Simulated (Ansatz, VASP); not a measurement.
# Al (fcc): VASP beside Ansatz

Wanted: the spread between two codes on one cell, functional and k mesh. The cell is taken from a series of runs on this material, whose earlier steps may have relaxed, scaled, displaced or heated it; both programs get it as it stands.

Method: plane waves, with VASP 6.6.1 beside it; single point at HSE06, in Ansatz 0.2.0.

## Step 1: The structure

Symmetry: Fm-3m, No. 225, cubic system. Conventional cell: a = 4.015 Å, b = 4.015 Å, c = 4.015 Å, α = 90.00°, β = 90.00°, γ = 90.00°. Nearest to Al lie 12 Al at 2.84 Å.

## Step 2: VASP: single point, HSE06

A single point gives forces, pressure and levels at one fixed geometry, so differences don't come from the geometry; what else differs is listed under the comparison.

Lines of VASP's logs that name or quote its potential files are left out, and so is its time.

The run reads the wave functions of an earlier VASP run, which isn't shown here.

Contents of INCAR:

```
SYSTEM = Al
PREC = Accurate
ENCUT = 400
EDIFF = 1E-06
NELM = 100
ISMEAR = -1
SIGMA = 0.05
LREAL = .FALSE.
ALGO = Normal
LHFCALC = .TRUE.
AEXX = 0.25
GGA = PE
HFSCREEN = 0.208
LASPH = .TRUE.
NBANDS = 7
PRECFOCK = Fast
LORBIT = 11
LWAVE = .FALSE.
LCHARG = .FALSE.
KPAR = 8
ISIF = 2
```

Contents of POSCAR:

```
Al
1.0
    0.0000000000      2.0076537778      2.0076537778
    2.0076537778      0.0000000000      2.0076537778
    2.0076537778      2.0076537778      0.0000000000
Al
1
Direct
    0.0000000000      0.0000000000      0.0000000000
```

Contents of KPOINTS:

```
Automatic mesh
0
Gamma
10 10 10
0 0 0
```

The projector-augmented-wave data sets are Al (PBE family, release 64).

Started as:

```console
mpirun -np 8 vasp_std
```

Numbers of over 12 decimals in the logs are rounded to 6 here.

Log:

```text
[banner, memory and clock lines left out]
running    8 mpi-ranks, on    1 nodes
 distrk:  each k-point on    1 cores,    8 groups
 distr:  one band on    1 cores,    1 groups

 POSCAR found type information on POSCAR Al
 POSCAR found :  1 types and       1 ions
|                                                                             |
|           W    W    AA    RRRRR   N    N  II  N    N   GGGG   !!!           |
|           W    W   A  A   R    R  NN   N  II  NN   N  G    G  !!!           |
|           W    W  A    A  R    R  N N  N  II  N N  N  G       !!!           |
|           W WW W  AAAAAA  RRRRR   N  N N  II  N  N N  G  GGG   !            |
|           WW  WW  A    A  R   R   N   NN  II  N   NN  G    G                |
|           W    W  A    A  R    R  N    N  II  N    N   GGGG   !!!           |
|                                                                             |
|     For optimal performance we recommend to set                             |
|       NCORE = 2 up to number-of-cores-per-socket                            |
|     NCORE specifies how many cores store one orbital (NPAR=cpu/NCORE).      |
|     This setting can greatly improve the performance of VASP for DFT.       |
|     The default, NCORE=1 might be grossly inefficient on modern             |
|     multi-core architectures or massively parallel machines. Do your        |
|     Unfortunately you need to use the default for GW and RPA                |
|     calculations (for HF NCORE is supported but not extensively tested      |
|     yet).                                                                   |
|                                                                             |

 LDA part: xc-table for (Slater+PW92), standard interpolation
 found WAVECAR, reading the header
 POSCAR, INCAR and KPOINTS ok, starting setup
 FFT: planning ... GRIDC
 FFT: planning ... GRID_SOFT
 FFT: planning ... GRID
 reading WAVECAR
 the WAVECAR file was read successfully
 initial charge from wavefunction
 entering main loop
       N       E                     dE             d eps       ncg     rms          rms(c)
DAV:   1    -0.408250047031E+01   -0.40825E+01   -0.36368E-01   861   0.268E+00    0.906E+00
DAV:   2    -0.408349686029E+01   -0.99639E-03   -0.13975E-03   896   0.259E-01    0.588E+00
DAV:   3    -0.408310391018E+01    0.39295E-03   -0.40889E-05   938   0.300E-02    0.342E+00
DAV:   4    -0.408295893188E+01    0.14498E-03   -0.25023E-05   994   0.197E-02    0.196E+00
DAV:   5    -0.408290694006E+01    0.51992E-04   -0.99634E-06   994   0.124E-02    0.112E+00
DAV:   6    -0.408289015528E+01    0.16785E-04   -0.33781E-06   945   0.725E-03    0.637E-01
DAV:   7    -0.408288483595E+01    0.53193E-05   -0.10167E-06   623   0.420E-03    0.368E-01
DAV:   8    -0.408288292854E+01    0.19074E-05   -0.53596E-07   455   0.333E-03    0.209E-01
DAV:   9    -0.408288219944E+01    0.72910E-06   -0.31260E-07   385   0.282E-03
   1 F= -.40828822E+01 E0= -.40801155E+01  d E =-.553340E-02
```

From OUTCAR (step 2):

```text
ion  position               nearest neighbor table
   1  0.000  0.000  0.000-

  LATTYP: Found a face centered cubic cell.
 ALAT       =     4.0153075556

 Subroutine GETGRP returns: Found 48 space group operations
 (whereof 48 operations were pure point group operations)

The static configuration has the point symmetry O_h .

 Found     47 irreducible k-points:

   k-points           NKPTS =     47   k-points in BZ     NKDIM =   1000   number of bands    NBANDS=      7

   dimension x,y,z NGX =    20 NGY =   20 NGZ =   20
   dimension x,y,z NGXF=    40 NGYF=   40 NGZF=   40

   ENCUT  =  400.0 eV  29.40 Ry    5.42 a.u.   4.63  4.63  4.63*2*pi/ulx,y,z

   NELECT =       3.0000    total number of electrons

 k-points in reciprocal lattice and weights: Automatic mesh
   0.00000000  0.00000000  0.00000000       0.001
   0.10000000  0.00000000  0.00000000       0.008
   0.20000000  0.00000000  0.00000000       0.008
   0.30000000  0.00000000  0.00000000       0.008
   0.40000000  0.00000000  0.00000000       0.008
   0.50000000  0.00000000  0.00000000       0.004
   0.10000000  0.10000000  0.00000000       0.006
   0.20000000  0.10000000  0.00000000       0.024
   0.30000000  0.10000000  0.00000000       0.024
[...]
-0.30000000  0.40000000  0.20000000       0.024
  -0.30000000  0.50000000  0.20000000       0.012

  exchange ACFDT corr.  =         0.00000000  see jH, gK, PRB 81, 115126

 average (electrostatic) potential at core
       1 -68.4544

 E-fermi :   8.3606

 k-point     1 :       0.0000    0.0000    0.0000
  band No.  band energies     occupation
      1      -4.6474      2.00000
      2      22.0192      0.00000
      3      22.0192      0.00000
      4      22.0192      0.00000
      5      23.6773      0.00000
      6      23.6773      0.00000
    ...

 k-point     2 :       0.1000    0.0000    0.0000
  band No.  band energies     occupation
      1      -4.3394      2.00000
      2      18.5270      0.00000
      3      21.2757      0.00000
      4      21.2757      0.00000
      5      24.2476      0.00000
      6      24.8525      0.00000
    ...

 k-point     3 :       0.2000    0.0000    0.0000
  band No.  band energies     occupation
      1      -3.4168      2.00000
      2      14.2094      0.00000
      3      20.4811      0.00000
      4      20.4811      0.00000
      5      23.9030      0.00000
      6      25.2577      0.00000
    ...

  Total        0.0199792      0.0199792      0.0199792      0.0000000      0.0000000     -0.0000000
  in kB        1.9778443      1.9778443      1.9778443      0.0000000      0.0000000     -0.0000000
  external PRESSURE =       1.9778443 kB  Pullay stress =       0.0000000 kB

  energy-cutoff  :      400.00
  volume of cell :       16.18
      direct lattice vectors                 reciprocal lattice vectors
     0.000000000  2.007653778  2.007653778    -0.249046925  0.249046925  0.249046925
     2.007653778  0.000000000  2.007653778     0.249046925 -0.249046925  0.249046925
     2.007653778  2.007653778  0.000000000     0.249046925  0.249046925 -0.249046925

 POSITION                                       TOTAL-FORCE (eV/Angst)
 -----------------------------------------------------------------------------------
      0.00000      0.00000      0.00000         0.000000      0.000000      0.000000
 -----------------------------------------------------------------------------------
    total drift:                               -0.000286     -0.001142     -0.001150

  FREE ENERGIE OF THE ION-ELECTRON SYSTEM (eV)
  ---------------------------------------------------
  free  energy   TOTEN  =        -4.0828821994 eV

  energy  without entropy=       -4.0773488003  energy(sigma->0) =       -4.08011550

 total charge
# of ion       s       p       d       tot
------------------------------------------
    1        0.491   0.361   0.000   0.852

[... 3 further parts left out ...]
```

This run has no spin polarisation. Its electron count is odd, so without a moment it is a metal by construction.

## Step 3: Ansatz: single point, HSE06

Ansatz runs on its default PAW (the set named soft_2) files.

The same cell, functional, mesh and smearing now go to Ansatz.

Contents of input.yaml:

```yaml
crystal:
  lattice:
    - [0.0, 2.0076537778, 2.0076537778]
    - [2.0076537778, 0.0, 2.0076537778]
    - [2.0076537778, 2.0076537778, 0.0]
  atoms:
    - { symbol: Al, position: [0.0, 0.0, 0.0] }
basis:
  ecutwfc: 420
  xc_grid: 2
hamiltonian:
  xc: hse06
kpoints:
  mp_grid: { grid: [10, 10, 10] }
scf:
  occupations: { method: fermi_dirac, width: 0.05 }
  max_iter: 150
output:
  forces: true
  stress: true
checkpoint:
  write: "../Al.hse06.run"
  compress: false
  write_wavefunctions: false
  write_every: 100000
```

Started as:

```console
ansatz run input.yaml --threads 8 --pin off --max-ram 13189MiB --backend cpu --events-out ev --progress --plain --runs-dir out
```

Log:

```text
Warning: output.stress: scf.convergence.dr2_threshold = 1e-7 eV (the SCF's general default) is looser than the 1e-10 eV advised for a printed stress (1e-10 eV for each atom of the cell: 1). What an SCF threshold leaves in a stress goes as its square root, and in the free energy as the threshold itself, and one threshold admits the most on a small cell: [figures from the program's tests cut] Set scf.convergence.dr2_threshold to 1e-10 eV or tighter. The threshold is an SCF's pass mark: one that does not reach it within its budget of iterations ends unconverged, or closes short of it on a stop that the run arms, and scf.convergence.dr2_threshold's page says what that costs each kind of run
Warning: output.stress: scf.exx.energy_threshold = 1e-6 eV is looser than the 1e-8 eV advised for a stress under a hybrid functional (1e-8 eV for each atom of the cell: 1). Every SCF of the exchange loop can meet its threshold on dr2 while the loop round them stops early: no threshold on dr2 bounds what that leaves in the stress. Set scf.exx.energy_threshold to 1e-8 eV or tighter. The threshold is the loop's pass mark: a loop that does not reach it within its budget of cycles ends unconverged, and scf.exx.energy_threshold's page has the law
Engine: ansatz 0.2.0, x86_64-unknown-linux-gnu
Pseudopotentials: kind: paw
Pseudopotential: Al, paw, valence charge 3, recommended cutoff 420 eV (normal), Al.paw.azcp
Functional definition: HSE06
  parameter a = 0.25
  parameter omega = 0.11/bohr
  exchange = pbe_x - a*pbe_x_sr(omega) + a*exact_x_sr(omega)
  correlation = pbe_c
Crystal: 1 atoms, lattice volume = 16.184 Å³
Basis set: ecut = 420 eV, 331 PW (Γ), exchange–correlation on 40×40×40 points (8 copies of the dense FFT grid, shifted against one another)
Bands: 6, of which v1, the nominal top of the filled ones, is band 2 counted from 1 (1 counted from 0)
Symmetry: 48 space group operations
Space group: Fm-3m (ITA 225), of the structure as read, at distance tolerance 2.5e-5 Å
k-points: 47 of 1000
Non-local potential: Al, projectors of the file, l = 0: 2, l = 1: 2, l = 2: 1
PAW form: soft (Blöchl's): semilocal exchange-correlation on the pseudo side does not see the compensation charge
PAW frozen core: Al, regenerated for the run's functional, and the local potential with it (the file was generated under x = pbe(κ = 0.804, μ = 0.219515), c = pbe(β = 0.066725))
PAW one-centre angular grid: Al, 110 points (default); XC on 64 Gauss nodes
Initial density: superposition of atomic densities (neutral atoms: chi_scale 0, normalization atom), corrected by the library's trained network
Initial wavefunctions: pseudopotential atomic-orbital guess
Functional: x = pbe(κ = 0.804, μ = 0.219515), c = pbe(β = 0.066725), warm-up for x = pbe(κ = 0.804, μ = 0.219515) + 0.25 (exact − pbe) at short range (hse, ω = 0.207870 Å⁻¹), c = pbe(β = 0.066725); HSE06 as pw.x's `hse` composes it (authors' and Libxc's form: `xc: wpbeh`)
SCF iter   1: F=—  HF=-537.481914 eV  |F-HF|=—  |Δ(HF+E_count)|=         —  Δρ=9.00e-4  dr2=1.13e-4  ethr=1.77e-3  ⟨swp⟩=6.4  Hψ=1420  notcnv=0
preconditioner: auto → none  [metal: Δε(μ)=0.111 eV  Ē_g=13.349 eV  σ=0.050 eV  W_gap=0.45  n_scr=0 (ndim 8)  ℏωp=16.0 eV  f_vac=0.000  D(μ)=0.86/eV (n_scr^D=8)]
SCF iter   2: F=—  HF=-537.481935 eV  |F-HF|=—  |Δ(HF+E_count)|=   2.16e-5  Δρ=4.29e-4  dr2=2.47e-5  ethr=3.78e-6  ⟨swp⟩=2.7  Hψ=452  notcnv=0  defer=12
iter 3 solved again at ethr=3.84e-10 eV; its pass at ethr=8.23e-7 eV (dr2=1.15e-8 eV) is discarded
SCF iter   3: F=—  HF=-537.481943 eV  |F-HF|=—  |Δ(HF+E_count)|=   7.77e-6  Δρ=1.32e-5  dr2=9.28e-9  ethr=3.84e-10  ⟨swp⟩=4.9  Hψ=936  notcnv=0
eigensolver tolerance schedule: the retry pair's looser diagonalisation over-reported the residual by 0.24 of it (diagonalisation noise at 0.24 of the residual, at the tolerance the schedule requests for it); recorded, not acted on — ethr = c·dr2/N_el stays at c = 1.0e-1
SCF iter   4: F=-537.481943 eV  HF=-537.481943 eV  |F-HF|=2.24e-10  |Δ(HF+E_count)|=   2.38e-8  Δρ=1.78e-6  dr2=2.40e-10  ethr=3.09e-10  ⟨swp⟩=2.0  Hψ=356  notcnv=0
SCF 1 converged in 4 iterations: F = -537.481943 eV  dr2 = 2.40e-10
  greatest PAW one-centre occupation: 0.444 electrons in one spin orbital (limit 2), on the Al atom at site 0 (counted from 0), in its partial waves of l = 0
Initial density: handed on by an earlier stage of this run
Initial wavefunctions: those handed on with the density
Functional: x = pbe(κ = 0.804, μ = 0.219515) + 0.25 (exact − pbe) at short range (hse, ω = 0.207870 Å⁻¹), c = pbe(β = 0.066725); HSE06 as pw.x's `hse` composes it (authors' and Libxc's form: `xc: wpbeh`)
Exchange kernel: α = 0.2500, screened, ω = 0.2079 Å⁻¹, Wigner–Seitz truncation, v(0) = 1046.9153 eV·Å³, q-mesh 10×10×10, nearest image of the exchange supercell L = 28.39 Å, pair-density grid 12×12×12, without the augmentation charges, whose exchange is taken in its separable form by FFT convolution over the k-point mesh (sized by the pseudopotential files, 16×16×16 at the most), smooth part of the exact exchange by density-matrix convolution
Frozen-core exchange: fock
iter 1 solved again at ethr=1.55e-5 eV; its pass at ethr=1.00e-1 eV (dr2=4.64e-4 eV) is discarded
SCF iter   1: F=—  HF=-537.830827 eV  |F-HF|=—  |Δ(HF+E_count)|=         —  Δρ=1.67e-3  dr2=5.40e-4  ethr=1.55e-5  ⟨swp⟩=4.4  Hψ=1511  notcnv=0
preconditioner: auto → none  [metal: Δε(μ)=0.054 eV  Ē_g=14.750 eV  σ=0.050 eV  W_gap=0.26  n_scr=0 (ndim 8)  ℏωp=16.0 eV  f_vac=0.000  D(μ)=0.69/eV (n_scr^D=8)]
SCF iter   2: F=—  HF=-537.830434 eV  |F-HF|=—  |Δ(HF+E_count)|=   3.93e-4  Δρ=7.41e-4  dr2=1.45e-4  ethr=1.55e-5  ⟨swp⟩=2.0  Hψ=356  notcnv=0
SCF iter   3: F=—  HF=-537.830346 eV  |F-HF|=—  |Δ(HF+E_count)|=   8.80e-5  Δρ=6.96e-5  dr2=4.73e-5  ethr=3.20e-6  ⟨swp⟩=3.0  Hψ=426  notcnv=0
SCF iter   4: F=—  HF=-537.830741 eV  |F-HF|=—  |Δ(HF+E_count)|=   3.95e-4  Δρ=1.76e-4  dr2=5.85e-6  ethr=2.07e-8  ⟨swp⟩=4.8  Hψ=763  notcnv=0
SCF iter   5: F=—  HF=-537.830738 eV  |F-HF|=—  |Δ(HF+E_count)|=   3.01e-6  Δρ=2.00e-5  dr2=8.97e-7  ethr=2.07e-8  ⟨swp⟩=3.3  Hψ=444  notcnv=0
SCF iter   6: F=-537.830744 eV  HF=-537.830744 eV  |F-HF|=1.78e-8  |Δ(HF+E_count)|=   5.72e-6  Δρ=2.08e-5  dr2=9.46e-8  ethr=1.74e-9  ⟨swp⟩=4.0  Hψ=686  notcnv=0
SCF 2 converged in 6 iterations: F = -537.830744 eV  dr2 = 9.46e-8
  greatest PAW one-centre occupation: 0.443 electrons in one spin orbital (limit 2), on the Al atom at site 0 (counted from 0), in its partial waves of l = 0
hybrid outer 1: dexx = +4.212e-4 eV, tail = 3.86e-7 eV
Exchange kernel: α = 0.2500, screened, ω = 0.2079 Å⁻¹, Wigner–Seitz truncation, v(0) = 1046.9153 eV·Å³, q-mesh 10×10×10, nearest image of the exchange supercell L = 28.39 Å, pair-density grid 12×12×12, without the augmentation charges, whose exchange is taken in its separable form by FFT convolution over the k-point mesh (sized by the pseudopotential files, 16×16×16 at the most), smooth part of the exact exchange by density-matrix convolution
Frozen-core exchange: fock
SCF iter   1: F=—  HF=-537.830743 eV  |F-HF|=—  |Δ(HF+E_count)|=         —  Δρ=2.19e-5  dr2=8.28e-8  ethr=6.43e-8  ⟨swp⟩=3.6  Hψ=681  notcnv=0
preconditioner: auto → none  [metal: Δε(μ)=0.057 eV  Ē_g=14.748 eV  σ=0.050 eV  W_gap=0.27  n_scr=0 (ndim 8)  ℏωp=16.0 eV  f_vac=0.000  D(μ)=0.68/eV (n_scr^D=8)]
SCF iter   2: F=-537.830743 eV  HF=-537.830743 eV  |F-HF|=3.00e-11  |Δ(HF+E_count)|=   3.71e-8  Δρ=1.74e-6  dr2=2.89e-10  ethr=2.57e-9  ⟨swp⟩=2.6  Hψ=399  notcnv=0
SCF 3 converged in 2 iterations: F = -537.830743 eV  dr2 = 2.89e-10
  Residual-converged pass: ⟨swp⟩=3.1  Hψ=425  notcnv=0  max |occ|·‖R‖ = 2.4e-6 eV (tolerance 2.4e-6 eV)  dr2=3.38e-10  dr2_onsite=7.12e-11  max |Δocc| = 8.0e-9
hybrid outer 2: dexx = +1.002e-9 eV, tail = 7.56e-10 eV, Δε = 5.42e-4 eV (about 3.72e-5 eV left of the loop's levels)
hybrid SCF converged: 2 outer / 8 inner (+4 warm-up), last move |dexx| = 1.00e-9 eV, tail = 7.56e-10 eV
Stability not checked: this state was not tested for a lower state beside it, because the functional holds exact exchange (a hybrid, or Hartree-Fock), whose exchange loop this test does not read (fock_operator; see scf.lower_state_search)
Free energy (F): -537.830743 eV
Frozen-core exchange: fock
Harris-Foulkes:  -537.830743 eV  (|F-HF|=3.00e-11)
Internal energy: -537.825394 eV  (E = F + TS)
E sigma→0 (E₀):  -537.828069 eV
Entropy (-TS):   -0.005349 eV (-5.349 meV/atom)
Fermi energy:    8.301049 eV
--- Per-component energies (eV) ---
  E_band       = 9.137414
  E_kinetic    = 23.186032
  E_local      = 10.373053  (includes V_loc(G=0)·N_el)
  E_nonlocal   = 9.970677
  E_hartree    = 0.113506
  E_xc         = -32.802927
  E_vxc        = -24.134337  (∫ρ·V_xc dr)
  E_exx        = -3.412033  (= α·E_x^exact, valence–valence)
  E_paw        = -471.219066  (= ΣΔE_a)
  E_vpaw       = -3.660954  (= ΣTr[D̂ρ^β])
  E_aug_tail   = -0.000002  (compensation charges beyond the density's cutoff)
  E_ewald      = -73.989786
  E_core_change = -0.044848  (= ΣΔE_core)
  E_smearing   = -0.005349  (= −TS)
  E_closure    = -0.000000  (closes the sum)
  Σ components = -537.830743   (vs F -537.830743, Δ=0.00e0)
--- Forces (eV/Å), atoms counted from 1 ---
  atom   1  Al    -0.00000000     0.00000000    -0.00000000
  max |Σ_I F_I| component: 1.03e-33 eV/Å
--- Stress (GPa, compression-positive) ---
        0.122705      -0.000000       0.000000
       -0.000000       0.122705      -0.000000
       -0.000000       0.000000       0.122705
  P = ⅓ Tr σ = 0.1227 GPa (1.227 kbar)
--- Band table (eV; the first three rows and the last of 47) ---
  k-point 0: bands = ["-4.6617", "21.7476", "21.7476", "21.7476"]
  k-point 1: bands = ["-4.3546", "18.3975", "21.0936", "21.0936"]
  k-point 2: bands = ["-3.4349", "14.1244", "20.3443", "20.3443"]
  k-point 46: bands = ["6.2427", "7.9086", "8.1816", "10.2648"]
  guard bands above this table: 2 of the run's 6 bands. The solve was not asked for them (output.publish_guard_bands: true or output.eigenvalues: true publishes all)
```

The run ends at a pressure of 0.12 GPa.

## Step 4: Side by side

Known differences besides the potentials themselves: exact exchange at q = 0 is treated differently, which shows on coarse meshes; VASP keeps PBE cores, Ansatz makes them for the functional; the cutoff is 420 eV in Ansatz and 400 eV in VASP; VASP takes a coarser grid for exact exchange (PRECFOCK = Fast). Total energies have different zeros and are not compared.

The two programs side by side:

| quantity | Ansatz | VASP | difference |
| --- | --- | --- | --- |
| pressure (GPa) | 0.12 | 0.20 | -0.08 |

## Step 5: Outcome

| Property | Result |
| --- | --- |
| difference in pressure (single point, HSE06) | -0.075 GPa |

The difference in pressure is -0.075 GPa (single point, HSE06), within the 1 GPa picked in this series as the mark of a large difference. Such differences can come from data sets, numerical settings and the points named under the comparisons, not from the functional's error against experiment.

[Lines on the potential files, build, host, timing and source positions are cut from VASP's logs without a mark.]

[Logs are printed without paths, hosts, clocks, repeated set-up lines and the standing remarks that a program may print on its own settings, such as how far it seeks lower states.]

[Hosts, paths, dates, database ids (printed as entryN), source tags and the programs' standing remarks are cut or masked in the printed files.]
